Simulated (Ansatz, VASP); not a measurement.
# TaN in two plane-wave programs, part 2 of 2

Aim: how closely do two programs agree when they are given the same cell, functional and k mesh? The cell is taken from a series of runs on this material, whose earlier steps may have relaxed, scaled, displaced or heated it; both programs get it as it stands.

VASP 6.6.1 and Ansatz 0.2.0.

So far: Set-up; VASP: zone-centre phonons, PBEsol.

## 2. VASP: zone-centre phonons, PBEsol (continued)

Level of this step: PBEsol; plane waves and PAW (N, Ta_pv) (VASP).

Numbers of over 12 decimals in the logs are rounded to 6 here.

Parts of OUTCAR (step 2):

```text
ion  position               nearest neighbor table
   1  0.393  1.000  0.000-   6 2.04   5 2.14   5 2.14   4 2.14   4 2.14
   2  0.607  0.607  0.000-   6 2.04   4 2.14   4 2.14   5 2.14   5 2.14
   3  1.000  0.393  0.000-   6 2.04   4 2.14   4 2.14   5 2.14   5 2.14
   4  0.333  0.667  0.500-   3 2.14   3 2.14   1 2.14   1 2.14   2 2.14   2 2.14   5 3.00   5 3.00
                             5 3.00   6 3.32   6 3.32   6 3.32   6 3.32   6 3.32   6 3.32
   5  0.667  0.333  0.500-   1 2.14   1 2.14   3 2.14   3 2.14   2 2.14   2 2.14   4 3.00   4 3.00
                             4 3.00   6 3.32   6 3.32   6 3.32   6 3.32   6 3.32   6 3.32
   6  0.000  0.000  0.000-   1 2.04   3 2.04   2 2.04   5 3.32   5 3.32   4 3.32   4 3.32   4 3.32
                             5 3.32   4 3.32   5 3.32   4 3.32   4 3.32   5 3.32   5 3.32

  LATTYP: Found a hexagonal cell.
 ALAT       =     5.2017538894
 C/A-ratio  =     0.5456046231

 Subroutine GETGRP returns: Found 12 space group operations
 (whereof 12 operations were pure point group operations)

The static configuration has the point symmetry D_3h.

 Found     84 irreducible k-points:

   k-points           NKPTS =     84   k-points in BZ     NKDIM =     84   number of bands    NBANDS=     30

   dimension x,y,z NGX =    42 NGY =   42 NGZ =   24
   dimension x,y,z NGXF=    84 NGYF=   84 NGZF=   48

   ENCUT  =  600.0 eV  44.10 Ry    6.64 a.u.  10.39 10.39  5.67*2*pi/ulx,y,z

   NELECT =      48.0000    total number of electrons

 k-points in reciprocal lattice and weights: Automatic mesh
   0.00000000  0.00000000  0.00000000       0.001
   0.11111111  0.00000000  0.00000000       0.006
   0.22222222  0.00000000  0.00000000       0.006
   0.33333333  0.00000000  0.00000000       0.006
   0.44444444  0.00000000  0.00000000       0.006
   0.11111111  0.11111111  0.00000000       0.006
   0.22222222  0.11111111  0.00000000       0.012
   0.33333333  0.11111111  0.00000000       0.012
   0.44444444  0.11111111  0.00000000       0.006
[...]
-----------------------------------------------------------------------------------
    total drift:                               -0.000001     -0.000001      0.000000

 Eigenvectors and eigenvalues of the dynamical matrix
 ----------------------------------------------------

   1 f  =   21.363313 THz   134.229656 2PiTHz  712.603425 cm-1    88.351525 meV
             X         Y         Z           dx          dy          dz
     -0.559134  4.504851  0.000000    -0.000000   -0.577350   -0.000000
      1.580006  2.736650  0.000000    -0.500000    0.288675   -0.000000
      4.180882  1.768201  0.000000     0.500000    0.288675    0.000000
     -0.000000  3.003234  1.419050    -0.000000    0.000000    0.000000
      2.600877  1.501617  1.419050     0.000000    0.000000   -0.000000
      0.000000  0.000000  0.000000     0.000000   -0.000000   -0.000000

   2 f  =   19.582208 THz   123.038639 2PiTHz  653.192134 cm-1    80.985467 meV
             X         Y         Z           dx          dy          dz
     -0.559134  4.504851  0.000000     0.000006    0.230652    0.000000
      1.580006  2.736650  0.000000    -0.432308   -0.518123    0.000000
      4.180882  1.768201  0.000000     0.432308   -0.518130    0.000000
     -0.000000  3.003234  1.419050     0.032129    0.020969   -0.000000
      2.600877  1.501617  1.419050    -0.032130    0.020968    0.000000
      0.000000  0.000000  0.000000    -0.000001    0.182113   -0.000000

   3 f  =   19.582208 THz   123.038639 2PiTHz  653.192134 cm-1    80.985467 meV
             X         Y         Z           dx          dy          dz
     -0.559134  4.504851  0.000000     0.767720   -0.000002    0.000000
      1.580006  2.736650  0.000000     0.018944    0.432312    0.000000
      4.180882  1.768201  0.000000     0.018937   -0.432304   -0.000000
     -0.000000  3.003234  1.419050    -0.020969    0.032129    0.000000
      2.600877  1.501617  1.419050    -0.020968   -0.032130    0.000000
      0.000000  0.000000  0.000000    -0.182113   -0.000001    0.000000

   4 f  =   18.735036 THz   117.715704 2PiTHz  624.933537 cm-1    77.481849 meV
             X         Y         Z           dx          dy          dz
     -0.559134  4.504851  0.000000    -0.000002    0.763950   -0.000000
      1.580006  2.736650  0.000000    -0.239993    0.348281   -0.000000
      4.180882  1.768201  0.000000     0.239983    0.348277   -0.000000
     -0.000000  3.003234  1.419050     0.029691   -0.152870    0.000000
      2.600877  1.501617  1.419050    -0.029689   -0.152871    0.000000
      0.000000  0.000000  0.000000     0.000001   -0.100463    0.000000

   5 f  =   18.735036 THz   117.715704 2PiTHz  624.933537 cm-1    77.481849 meV
             X         Y         Z           dx          dy          dz
     -0.559134  4.504851  0.000000    -0.209722   -0.000006    0.000000
      1.580006  2.736650  0.000000    -0.625391    0.239985   -0.000000
      4.180882  1.768201  0.000000    -0.625395   -0.239991   -0.000000
     -0.000000  3.003234  1.419050     0.152870    0.029691    0.000000
      2.600877  1.501617  1.419050     0.152871   -0.029689   -0.000000
      0.000000  0.000000  0.000000     0.100463    0.000001   -0.000000

   6 f  =   18.643865 THz   117.142857 2PiTHz  621.892385 cm-1    77.104794 meV
             X         Y         Z           dx          dy          dz
     -0.559134  4.504851  0.000000     0.577350   -0.000000    0.000000
      1.580006  2.736650  0.000000    -0.288675   -0.500000    0.000000
      4.180882  1.768201  0.000000    -0.288675    0.500000   -0.000000
     -0.000000  3.003234  1.419050     0.000000    0.000000   -0.000000
      2.600877  1.501617  1.419050     0.000000   -0.000000    0.000000
      0.000000  0.000000  0.000000     0.000000    0.000000    0.000000

   7 f  =   18.586890 THz   116.784876 2PiTHz  619.991923 cm-1    76.869167 meV
             X         Y         Z           dx          dy          dz
     -0.559134  4.504851  0.000000    -0.000000   -0.000000   -0.553931
      1.580006  2.736650  0.000000     0.000000   -0.000000   -0.553931
      4.180882  1.768201  0.000000    -0.000000   -0.000000   -0.553931
     -0.000000  3.003234  1.419050    -0.000000    0.000000    0.191183
      2.600877  1.501617  1.419050     0.000000    0.000000    0.191183
      0.000000  0.000000  0.000000    -0.000000   -0.000000    0.079863

   8 f  =   17.953565 THz   112.805574 2PiTHz  598.866458 cm-1    74.249944 meV
             X         Y         Z           dx          dy          dz
     -0.559134  4.504851  0.000000    -0.000000    0.000000   -0.810807
      1.580006  2.736650  0.000000    -0.000000    0.000000    0.322074
      4.180882  1.768201  0.000000    -0.000000   -0.000000    0.488733
     -0.000000  3.003234  1.419050     0.000000   -0.000000    0.000000
      2.600877  1.501617  1.419050     0.000000   -0.000000   -0.000000
      0.000000  0.000000  0.000000     0.000000   -0.000000   -0.000000

   9 f  =   17.953565 THz   112.805574 2PiTHz  598.866458 cm-1    74.249944 meV
             X         Y         Z           dx          dy          dz
     -0.559134  4.504851  0.000000    -0.000000    0.000000   -0.096221
      1.580006  2.736650  0.000000    -0.000000    0.000000    0.750290
      4.180882  1.768201  0.000000    -0.000000   -0.000000   -0.654069
     -0.000000  3.003234  1.419050     0.000000   -0.000000   -0.000000
      2.600877  1.501617  1.419050     0.000000   -0.000000    0.000000
      0.000000  0.000000  0.000000     0.000000    0.000000    0.000000

  10 f  =    6.982422 THz    43.871850 2PiTHz  232.908520 cm-1    28.876963 meV
             X         Y         Z           dx          dy          dz
     -0.559134  4.504851  0.000000    -0.004093   -0.000003   -0.000000
      1.580006  2.736650  0.000000     0.019115   -0.013399    0.000000
      4.180882  1.768201  0.000000     0.019111    0.013398   -0.000000
     -0.000000  3.003234  1.419050    -0.098788    0.686995    0.000000
      2.600877  1.501617  1.419050    -0.098959   -0.686971   -0.000000
      0.000000  0.000000  0.000000     0.188281   -0.000023    0.000000

  11 f  =    6.982422 THz    43.871850 2PiTHz  232.908520 cm-1    28.876963 meV
             X         Y         Z           dx          dy          dz
     -0.559134  4.504851  0.000000     0.000001   -0.026848   -0.000000
      1.580006  2.736650  0.000000     0.013396   -0.003640    0.000000
      4.180882  1.768201  0.000000    -0.013401   -0.003644   -0.000000
     -0.000000  3.003234  1.419050     0.686995    0.098788   -0.000000
      2.600877  1.501617  1.419050    -0.686971    0.098959    0.000000
      0.000000  0.000000  0.000000    -0.000023   -0.188281   -0.000000

  12 f  =    5.866958 THz    36.863185 2PiTHz  195.700655 cm-1    24.263778 meV
             X         Y         Z           dx          dy          dz
     -0.559134  4.504851  0.000000     0.000000   -0.000000   -0.000000
      1.580006  2.736650  0.000000    -0.000000    0.000000    0.000000
      4.180882  1.768201  0.000000    -0.000000   -0.000000   -0.000000
     -0.000000  3.003234  1.419050    -0.000000   -0.000000    0.707107
      2.600877  1.501617  1.419050    -0.000000    0.000000   -0.707107
      0.000000  0.000000  0.000000     0.000000    0.000000    0.000000

  13 f  =    5.627751 THz    35.360202 2PiTHz  187.721562 cm-1    23.274497 meV
             X         Y         Z           dx          dy          dz
     -0.559134  4.504851  0.000000    -0.000006    0.072094   -0.000000
      1.580006  2.736650  0.000000    -0.073048   -0.054437    0.000000
      4.180882  1.768201  0.000000     0.073052   -0.054428   -0.000000
     -0.000000  3.003234  1.419050    -0.161653    0.396404    0.000000
      2.600877  1.501617  1.419050     0.161706    0.396383   -0.000000
      0.000000  0.000000  0.000000    -0.000052   -0.782092   -0.000000
    [... 43 further lines ...]
      2.600877  1.501617  1.419050    -0.545922    0.106095   -0.000000
      0.000000  0.000000  0.000000    -0.546210    0.106204   -0.000000

 ELASTIC MODULI CONTR FROM IONIC RELAXATION (kBar)
 Direction    XX          YY          ZZ          XY          YZ          ZX
 --------------------------------------------------------------------------------
 XX        -501.9768    210.2633     53.6853      0.0000     -0.0000     -0.0000
 YY         210.2633   -501.9768     53.6853     -0.0000      0.0000      0.0000
 ZZ          53.6853     53.6853    -19.7599     -0.0000      0.0000     -0.0000
 XY           0.0000     -0.0000     -0.0000   -356.1219     -0.0000     -0.0000
 YZ          -0.0000      0.0000      0.0000     -0.0000    -43.4365      0.0000
 ZX          -0.0000      0.0000     -0.0000     -0.0000      0.0000    -35.3620
 --------------------------------------------------------------------------------
```

## 3. Ansatz: zone-centre phonons, PBEsol

Ansatz runs on its PAW soft_1 files.

The same cell, functional, mesh and smearing now go to Ansatz, which takes its cutoff from its data sets.

input.yaml reads:

```yaml
crystal:
  lattice:
    - [5.2017538894, 0.0, 0.0]
    - [-2.6008769447, 4.5048510125, 0.0]
    - [0.0, 0.0, 2.8381009703]
  atoms:
    - { symbol: "N", position: [0.3925104548, -2.8e-09, 0.0] }
    - { symbol: "N", position: [0.6074895498, 0.6074895498, 0.0] }
    - { symbol: "N", position: [-2.8e-09, 0.3925104548, 0.0] }
    - { symbol: Ta, position: [0.3333333287, 0.6666666604, 0.5] }
    - { symbol: Ta, position: [0.6666666604, 0.3333333287, 0.5] }
    - { symbol: Ta, position: [9.1e-09, 9.1e-09, 0.0] }
kpoints:
  mp_grid: { grid: [9, 9, 12] }
hamiltonian:
  xc: pbesol
  pseudopotentials: { kind: paw, azcp: { folder: soft_1 }, xc_functional: pbe }
scf:
  occupations: { method: methfessel_paxton, width: 0.2 }
output:
  eigenvalues: true
phonons:
  method: dfpt
```

Run with:

```bash
$ ansatz run input.yaml --threads 8 --pin off --max-ram 16384MiB --backend cpu --events-out ev --progress --plain --runs-dir out
```

What it wrote:

```text
zone centre: on kpoints.mp_grid the ground state, and the responses unless they are solved on pairs of k-points, stand on 287 of the mesh's 972 k-points, reduced under 2 symmetry operations, with k and −k counted as one. Each operation leaves every solved displacement unchanged or reverses it
Engine: ansatz 0.2.0, aarch64-unknown-linux-gnu
Pseudopotentials: kind: paw
Pseudopotential: N, paw, valence charge 5, recommended cutoff 420 eV (normal), soft_1/N.paw.azcp
Pseudopotential: Ta, paw, valence charge 13, recommended cutoff 420 eV (normal), soft_1/Ta.paw.azcp
Functional definition: PBEsol
  exchange = pbesol_x
  correlation = pbesol_c
Crystal: 6 atoms, lattice volume = 66.506 Å³
Basis set: ecut = 420 eV, 1287 PW (Γ), exchange–correlation on 72×72×40 points (8 copies of the dense FFT grid, shifted against one another)
Bands: 33, of which v1, the nominal top of the filled ones, is band 27 counted from 1 (26 counted from 0)
Symmetry: 12 space group operations
k-points: 287 of 972 (irreducible under 2 space group operations, time reversal used)
Non-local potential: N, projectors of the file, l = 0: 2, l = 1: 2, l = 2: 1
Non-local potential: Ta, projectors of the file, l = 0: 3, l = 1: 2, l = 2: 2, l = 3: 1
PAW form: soft (Blöchl's): semilocal exchange-correlation on the pseudo side does not see the compensation charge
PAW frozen core: N, regenerated for the run's functional, and the local potential with it (the file was generated under x = pbe(κ = 0.804, μ = 0.219515), c = pbe(β = 0.066725))
PAW frozen core: Ta, regenerated for the run's functional, and the local potential with it (the file was generated under x = pbe(κ = 0.804, μ = 0.219515), c = pbe(β = 0.066725))
PAW one-centre angular grid: N, 110 points (default); XC on 64 Gauss nodes
PAW one-centre angular grid: Ta, 590 points (default); XC on 64 Gauss nodes
Initial density: superposition of atomic densities (chi_scale 0.1, normalization cell, long waves kept (reshape's long-wave potential 0.01 eV rms))
Initial wavefunctions: pseudopotential atomic-orbital guess
Functional: x = pbesol(κ = 0.804, μ = 0.123457), c = pbesol(β = 0.046)
SCF iter   1: F=—  HF=-30566.428221 eV  |F-HF|=—  |Δ(HF+E_count)|=         —  Δρ=6.64e-2  dr2=3.73e0  ethr=3.10e-3  ⟨swp⟩=4.6  Hψ=37072  notcnv=0
preconditioner: auto → Kerker (q_TF=auto, 2.635 Å⁻¹)  [metal: Δε(μ)=0.031 eV  Ē_g=10.054 eV  σ=0.200 eV  W_gap=0.13  n_scr=26 (ndim 8)  ℏωp=24.9 eV  f_vac=0.000  D(μ)=0.32/eV (n_scr^D=0)]
SCF iter   2: F=—  HF=-30565.778126 eV  |F-HF|=—  |Δ(HF+E_count)|=   6.50e-1  S|Δr|=    0.00e0  Δρ=3.27e-2  dr2=5.53e-1  ethr=3.10e-3  ⟨swp⟩=2.0  Hψ=16678  notcnv=0  defer=324
preconditioner: auto → Resta (q_TF=auto, 2.635 Å⁻¹)  ε∞=7.5  [insulator: Δε(μ)=0.142 eV  Ē_g=9.769 eV  σ=0.200 eV  W_gap=0.56  n_scr=26 (ndim 8)  ℏωp=24.9 eV  f_vac=0.000  D(μ)=0.55/eV (n_scr^D=0)  ε∞_Penn≈7.5]
SCF iter   3: F=—  HF=-30565.703277 eV  |F-HF|=—  |Δ(HF+E_count)|=   7.48e-2  S|Δr|=    0.00e0  Δρ=1.21e-2  dr2=6.31e-2  ethr=1.02e-3  ⟨swp⟩=1.9  Hψ=9659  notcnv=0  defer=324
SCF iter   4: F=—  HF=-30565.694353 eV  |F-HF|=—  |Δ(HF+E_count)|=   8.92e-3  S|Δr|=    0.00e0  Δρ=3.18e-3  dr2=9.63e-3  ethr=1.17e-4  ⟨swp⟩=2.2  Hψ=13391  notcnv=0  defer=314
SCF iter   5: F=—  HF=-30565.692991 eV  |F-HF|=—  |Δ(HF+E_count)|=   1.36e-3  S|Δr|=    0.00e0  Δρ=9.01e-4  dr2=3.88e-4  ethr=1.78e-5  ⟨swp⟩=2.0  Hψ=10344  notcnv=0  defer=314
SCF iter   6: F=—  HF=-30565.692958 eV  |F-HF|=—  |Δ(HF+E_count)|=   3.33e-5  S|Δr|=    0.00e0  Δρ=1.40e-4  dr2=1.39e-5  ethr=7.19e-7  ⟨swp⟩=2.1  Hψ=13314  notcnv=0  defer=314
SCF iter   7: F=—  HF=-30565.692956 eV  |F-HF|=—  |Δ(HF+E_count)|=   2.53e-6  S|Δr|=    0.00e0  Δρ=3.18e-5  dr2=6.52e-7  ethr=2.58e-8  ⟨swp⟩=2.0  Hψ=13465  notcnv=0  defer=314
SCF iter   8: F=—  HF=-30565.692960 eV  |F-HF|=—  |Δ(HF+E_count)|=   3.99e-6  S|Δr|=    0.00e0  Δρ=3.84e-6  dr2=8.10e-9  ethr=1.21e-9  ⟨swp⟩=2.0  Hψ=13549  notcnv=0  defer=311
SCF iter   9: F=—  HF=-30565.692960 eV  |F-HF|=—  |Δ(HF+E_count)|=  2.11e-10  S|Δr|=    0.00e0  Δρ=4.29e-7  dr2=1.02e-10  ethr=1.50e-11  ⟨swp⟩=2.0  Hψ=13943  notcnv=0  defer=311
SCF iter  10: F=-30565.692960 eV  HF=-30565.692960 eV  |F-HF|=2.55e-11  |Δ(HF+E_count)|=  1.09e-11  S|Δr|=    0.00e0  Δρ=5.94e-8  dr2=1.83e-12  ethr=1.00e-12  ⟨swp⟩=11.1  Hψ=48692  notcnv=0
SCF 1 converged in 10 iterations: F = -30565.692960 eV  dr2 = 1.83e-12
  greatest PAW one-centre occupation: 0.999 electrons in one spin orbital (limit 2), on the Ta atom at site 4 (counted from 0), in its partial waves of l = 0
DFPT response loops at Γ: preconditioner auto → Kerker (q_TF=auto, 2.635 Å⁻¹) (partly filled bands, converged f_vac=0.000); β = 1.00, the filter's whole step (`scf.mixing.beta` (0.50) is not read by the response loops under this deck's `scf.mixing.preconditioner`; to damp them name `kerker` or `kerker_dos`, under which they read `scf.mixing.beta`, and type it under 1.00, their step now; both keys bind the ground state too); Broyden in place of MSR1
SCF converged after 10 iterations
Stability not checked: this state was not tested for a lower state beside it, because cold or Methfessel-Paxton smearing, or corrected tetrahedra, fill the levels in a way that the test cannot read (fill_not_monotonic; see scf.lower_state_search)
Free energy (F): -30565.692960 eV
Harris-Foulkes:  -30565.692960 eV  (|F-HF|=2.55e-11)
Internal energy: -30565.695528 eV  (E = F + TS)
E sigma→0 (E₀):  -30565.693602 eV
Entropy (-TS):   0.002568 eV (0.428 meV/atom)
Fermi energy:    20.074816 eV
Step filling:    the computed levels leave a gap of 0.1527 eV = 0.8 smearing widths at the electron count; against every level under it full and every level over it empty, smearing changes F+E_penalty+E_count by +1.943 meV and its σ→0 estimate by +1.301 meV
--- Per-component energies (eV) ---
  E_band       = -205.501486
  E_kinetic    = 1573.435999
  E_local      = -1954.093272  (includes V_loc(G=0)·N_el)
  E_nonlocal   = 80.428539
  E_hartree    = 701.070055
  E_xc         = -1137.050266
  E_vxc        = -930.566449  (∫ρ·V_xc dr)
  E_paw        = -24914.746056  (= ΣΔE_a)
  E_vpaw       = -376.849180  (= ΣTr[D̂ρ^β])
  E_aug_tail   = 0.002757  (compensation charges beyond the density's cutoff)
  E_ewald      = -4915.468718
  E_core_change = 0.725435  (= ΣΔE_core)
  E_smearing   = 0.002568  (= −TS)
  E_closure    = -0.000000  (closes the sum)
  Σ components = -30565.692960   (vs F -30565.692960, Δ=0.00e0)
--- Band table (eV; the first three rows and the last of 287) ---
  k-point 0: bands = [... 23 lower, 15.6721, 16.7747, 17.7870, 18.9495, 18.9495, 20.8072, 20.8072, 21.4565, ... 2 higher]
  k-point 1: bands = [... 23 lower, 15.3174, 16.9325, 18.1949, 18.6606, 18.6606, 21.1581, 21.1581, 21.5899, ... 2 higher]
  k-point 2: bands = [... 23 lower, 14.5957, 17.6828, 18.2916, 18.2916, 19.0817, 21.4793, 21.4793, 21.9858, ... 2 higher]
  k-point 286: bands = [... 23 lower, 15.7891, 16.6966, 17.8745, 18.8737, 21.0910, 21.5441, 22.7537, 22.8746, ... 2 higher]
--- Phonons (Γ-DFPT): 7 representative perturbations + reference, on 287 of 972 k-points (Σ response iterations 22) ---
  k mesh reduced under 2 symmetry operations, with k and −k counted as one. Each operation leaves every solved displacement unchanged or reverses it
  ASR residual: 3.257e-5 → 0.000e0 eV/Å²; symmetrization residual: 3.923e-6 eV/Å²
  ASR residual per site (eV/Å²): 2.75e-5 2.30e-5 2.30e-5 3.26e-5 3.26e-5 1.15e-5
  Γ frequencies (cm⁻¹): 0.00 0.00 0.00 149.49 187.65 187.65 194.93 232.54 232.54 595.20 595.20 616.51 617.47 620.54 620.54 648.46 648.46 708.54
  non-analytic LO–TO correction: not included (Born effective charges unavailable; polar crystals: no LO–TO splitting at Γ)
```

## 4. Differences

Known differences besides the potentials themselves: the data sets hold 54 valence electrons in Ansatz (on its PAW soft_1 files) and 48 in VASP; the cutoff is 420 eV in Ansatz and 600 eV in VASP; Ansatz makes its cores anew for this functional, VASP keeps those of its PBE data sets. Total energies have different zeros and are not compared.

Both answers:

| quantity | Ansatz | VASP | difference |
| --- | --- | --- | --- |
| optical mode 1 (cm⁻¹) | 149.5 | 149.1 | +0.27 % |
| optical mode 2 to 3 (cm⁻¹) | 187.7 | 187.7 | -0.04 % |
| optical mode 4 (cm⁻¹) | 194.9 | 195.7 | -0.39 % |
| optical mode 5 to 6 (cm⁻¹) | 232.5 | 232.9 | -0.16 % |
| optical mode 7 to 8 (cm⁻¹) | 595.2 | 598.9 | -0.61 % |
| optical mode 9 (cm⁻¹) | 616.5 | 620.0 | -0.56 % |
| optical mode 10 (cm⁻¹) | 617.5 | 621.9 | -0.71 % |
| optical mode 11 to 12 (cm⁻¹) | 620.5 | 624.9 | -0.70 % |
| optical mode 13 to 14 (cm⁻¹) | 648.5 | 653.2 | -0.72 % |
| optical mode 15 (cm⁻¹) | 708.5 | 712.6 | -0.57 % |

Modes are paired by rising frequency, not by their patterns, so a pair may set unlike modes beside each other; they are those without the splitting of longitudinal modes.

## 5. Results

| Property | Result |
| --- | --- |
| r.m.s. difference of the optical zone-centre modes, each program's sorted by frequency (zone-centre phonons, PBEsol) | 3.3 cm⁻¹ |
| difference in optical mode 13 to 14 (zone-centre phonons, PBEsol) | -0.7 % |

In words: The r.m.s. difference of the optical zone-centre modes, each program's sorted by frequency is 3.3 cm⁻¹ (zone-centre phonons, PBEsol). The data sets hold unlike numbers of valence electrons (54 in Ansatz and 48 in VASP), so part of the differences comes from the potentials. Among the rows given in per cent, the largest difference of the zone-centre phonons, PBEsol pair is in optical mode 13 to 14, -0.7 %. How closely two codes agree says nothing of how well the functional describes the real material.

[Lines on the potential files, build, host, timing and source positions are cut from VASP's logs without a mark.]

[Logs are printed without paths, hosts, clocks, repeated set-up lines and the standing remarks that a program may print on its own settings, such as how far it seeks lower states.]

[Hosts, paths, dates, database ids (printed as entryN), source tags and the programs' standing remarks are cut or masked in the printed files.]
